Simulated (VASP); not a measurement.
Level of theory: PBE GGA, VASP's PBE PAW potentials (set 64) (plane waves; VASP 6.6.1).

The input files of a VASP run:

### KPOINTS
```
Automatic mesh
0
Gamma
4 4 3
0 0 0
```

**INCAR**
```
! general
SYSTEM=ZnS
PREC  =Normal
ENCUT =500
LREAL =.FALSE.   ! projection in real space or not
LASPH =.TRUE.   ! aspherical one-centre terms

! electronic loop
EDIFF =1E-8   ! SCF stop (eV)
NELM  =100   ! most electronic steps
ALGO  =Normal   ! blocked Davidson

! smearing
ISMEAR=0   ! Gaussian
SIGMA =0.01   ! width (eV)

! functional
GGA   =PE

! output
LWAVE =.TRUE.
LCHARG=.FALSE.
```

POSCAR:
```
ZnS
1
    3.8058000000     0.0000000000     0.0000000000
   -1.9029000000     3.2959190000     0.0000000000
    0.0000000000     0.0000000000     6.2379800000
Zn S
2 2
Direct
  0.3333330000   0.6666670000   0.0001400000
  0.6666670000   0.3333330000   0.5001400000
  0.3333330000   0.6666670000   0.3748600000
  0.6666670000   0.3333330000   0.8748600000
```

POTCAR, in this order: Zn_sv_GW S_GW (PBE.64 set). Program: vasp_std.

The run wrote:

**OUTCAR**
```
 ion  position               nearest neighbor table
   1  0.333  0.667  0.000-   4 2.33   4 2.33   4 2.33   3 2.34
   2  0.667  0.333  0.500-   3 2.33   3 2.33   3 2.33   4 2.34
   3  0.333  0.667  0.375-   2 2.33   2 2.33   2 2.33   1 2.34
   4  0.667  0.333  0.875-   1 2.33   1 2.33   1 2.33   2 2.34
  LATTYP: Found a hexagonal cell.
 ALAT       =     3.8058000000
 C/A-ratio  =     1.6390719428
 Subroutine PRICEL returns:
 Original cell was already a primitive cell.
 Subroutine GETGRP returns: Found 12 space group operations
The static configuration has the point symmetry C_3v.
 The point group associated with its full space group is C_6v.
The dynamic configuration has the point symmetry C_3v.
 Subroutine INISYM returns: Found 12 space group operations
 Subroutine IBZKPT returns following result:
 Found      8 irreducible k-points:

 Following reciprocal coordinates:
            Coordinates               Weight
  0.000000  0.000000  0.000000      1.000000
  0.250000  0.000000  0.000000      6.000000
  0.500000  0.000000  0.000000      3.000000
  0.250000  0.250000  0.000000      6.000000
  0.000000  0.000000  0.333333      2.000000
...
```

OSZICAR:
```
       N       E                     dE             d eps       ncg     rms          rms(c)
DAV:   1     0.754155977140E+03    0.75416E+03   -0.31990E+04   800   0.711E+03
DAV:   2     0.570942935977E+02   -0.69706E+03   -0.67874E+03   976   0.162E+03
DAV:   3    -0.113064438436E+02   -0.68401E+02   -0.68161E+02   992   0.489E+02
DAV:   4    -0.142606256891E+02   -0.29542E+01   -0.29523E+01   798   0.666E+01
DAV:   5    -0.145252376335E+02   -0.26461E+00   -0.26448E+00   856   0.305E+01    0.430E+00
DAV:   6    -0.136842479926E+02    0.84099E+00   -0.26404E+00   992   0.164E+02    0.215E+00
DAV:   7    -0.136533025304E+02    0.30945E-01   -0.14114E+00   800   0.448E+01    0.103E+00
DAV:   8    -0.136518226324E+02    0.14799E-02   -0.58468E-02   992   0.148E+01    0.594E-01
DAV:   9    -0.136534482959E+02   -0.16257E-02   -0.16778E-02   890   0.233E+00    0.769E-02
DAV:  10    -0.136534437543E+02    0.45416E-05   -0.24390E-03   896   0.141E+00    0.389E-02
DAV:  11    -0.136535084910E+02   -0.64737E-04   -0.38604E-04   856   0.753E-01    0.141E-02
DAV:  12    -0.136535138714E+02   -0.53804E-05   -0.11437E-04   884   0.252E-01    0.712E-03
DAV:  13    -0.136535158644E+02   -0.19930E-05   -0.18073E-05   922   0.177E-01    0.231E-03
DAV:  14    -0.136535163647E+02   -0.50030E-06   -0.27981E-06   788   0.218E-02    0.635E-04
DAV:  15    -0.136535163935E+02   -0.28820E-07   -0.79657E-07   690   0.196E-02    0.478E-04
DAV:  16    -0.136535164685E+02   -0.75013E-07   -0.14158E-07   512   0.167E-02    0.134E-04
DAV:  17    -0.136535165071E+02   -0.38597E-07   -0.12181E-07   706   0.643E-03    0.955E-05
DAV:  18    -0.136535165078E+02   -0.69122E-09   -0.14925E-08   482   0.228E-03
   1 F= -.13653517E+02 E0= -.13653517E+02  d E =-.106184E-21
```

### OUTCAR
```
------------------------ aborting loop because EDIFF is reached ----------------------------------------
  FORCE on cell =-STRESS in cart. coord.  units (eV):
  Direction    XX          YY          ZZ          XY          YZ          ZX
  --------------------------------------------------------------------------------------
  Total        0.8613828      0.8613826      0.7219898      0.0000000     -0.0000000      0.0000000
  in kB       17.6376333     17.6376282     14.7834279      0.0000000     -0.0000000      0.0000000
  external PRESSURE =      16.6862298 kB  Pullay stress =       0.0000000 kB
  volume of cell :       78.25
      direct lattice vectors                 reciprocal lattice vectors
     3.805800000  0.000000000  0.000000000     0.262756845  0.151702757  0.000000000
    -1.902900000  3.295919000  0.000000000     0.000000000  0.303405515  0.000000000
     0.000000000  0.000000000  6.237980000     0.000000000  0.000000000  0.160308305
  FREE ENERGIE OF THE ION-ELECTRON SYSTEM (eV)
  ---------------------------------------------------
  free  energy   TOTEN  =       -13.6535165078 eV

  energy  without entropy=      -13.6535165078  energy(sigma->0) =      -13.65351651
```
(Selected blocks of OUTCAR.)

The structure comes from a computed database's ZnS entry (P6_3mc); how it stands against other phases isn't given here. The cell was not relaxed at this level. The k-mesh is coarse (spacing up to 0.48 per Å, 2π included), so the numbers may not be converged in it.
